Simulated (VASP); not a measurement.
Runs of VASP 6.6.1 on PmS. Symmetry: Fm-3m, No. 225, cubic system. The conventional cell has a = 5.677 Å, b = 5.677 Å, c = 5.677 Å, α = 90.00°, β = 90.00°, γ = 90.00°. Around Pm (site symmetry m-3m) lie 6 S at 2.84 Å. S (site symmetry m-3m) is surrounded by 6 Pm at 2.84 Å. The cell comes from a database or a generator and needn't be the stable form of this composition.

```tsv
level	spin	U	gap on the mesh (eV)	pressure (GPa)	moment (μB)
LDA+U	collinear, ferromagnetic start	Pm f U = 6 eV	none	-0.2	4.69
LDA+U	off	Pm f U = 7 eV	none	0.2	-
LDA+U	collinear, random start	Pm f U = 6 eV	none	0.4	4.69
PBE+U	collinear, zero start	Pm f U = 6 eV	none	(a)	4.70
LDA+U	collinear, zero start	Pm f U = 6 eV	none	-2.9	4.31
LDA+U	collinear, zero start	Pm f U = 7 eV	-	-3.9	4.08
PBE+U	collinear, random start	Pm f U = 4 eV	none	(b)	4.69
PBE+U	collinear, zero start	Pm f U = 4 eV	none	2.3	1.63
```

Alike in all rows: task single point; potentials or basis VASP PAW PBE potentials, release 64 (Pm, S); cell as given; k mesh 6 × 6 × 6; cutoff (eV) 520; smearing gaussian 0.05 eV.

**Question.** Fill in the values left out.

**Answer.** (a) 5.4; (b) 5.2.

Caveats: the magnetic or orbital state may not be the lowest (some runs); spin-orbit coupling is left out, which moves the levels of the heavy elements (some runs); the PAW data sets were made with another functional, which shifts forces and pressure a little (some runs); U without spin polarisation on a metal has little footing (some runs); the bands computed are all filled at some k points, so no gap is given (some runs).

A k mesh can miss the band edges, and the runs leave out spin-orbit coupling on Pm.

A gap of «none» marks a metal or a gap under the smearing width.

Not every run made on this cell is shown here.
